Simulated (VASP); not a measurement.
Computed with PBEsol GGA, VASP's PBE PAW potentials (set 64) (plane waves; VASP 6.6.1).

VASP input:

KPOINTS:
```
Automatic mesh
0
Gamma
8 8 8
0 0 0
```

INCAR:
```
# general
SYSTEM =NiO
PREC   =Accurate
ENCUT  =600
LREAL  =F
LASPH  =T

# electronic loop
EDIFF  =1E-7
NELM   =100
ALGO   =Normal
LMAXMIX=4

# smearing
ISMEAR =0
SIGMA  =0.05

# functional
GGA    =PS

# spin
ISPIN  =2
MAGMOM =1.3 -1.3 0.0 0.0

# ions
IBRION =2
NSW    =40
ISIF   =3
EDIFFG =-0.01
PSTRESS=150

# output
LWAVE  =F
LCHARG =F
LORBIT =10
```

File POSCAR:
```
NiO
1
    4.1176733786     2.0566918643     2.0566918643
    2.0566918643     4.1176733786     2.0566918643
    2.0566918643     2.0566918643     4.1176733786
Ni O
2 2
Direct
  0.0000000000   0.0000000000   0.0000000000
  0.5000000000   0.5000000000   0.5000000000
  0.2500000000   0.2500000000   0.2500000000
  0.7500000000   0.7500000000   0.7500000000
```

POTCAR, in this order: Ni O (PBE.64 set). Program: vasp_std.

Task: What will the output report for the number of irreducible k-points (NKPTS), number of bands (NBANDS), largest plane-wave count, number of space-group operations, FFT grid (NGX, NGY, NGZ)?

Result: 
The number of irreducible k-points (NKPTS) is 65 and the number of bands (NBANDS) is 20. The largest plane-wave count comes out as 1194 and the number of space-group operations is 12. The FFT grid (NGX, NGY, NGZ) is 40 × 40 × 40.

The compound is NiO in the rock salt, AFM-II order structure. This run relaxes it under an external pressure of 15 GPa. Symmetry was kept, so distortions that lower it aren't found.
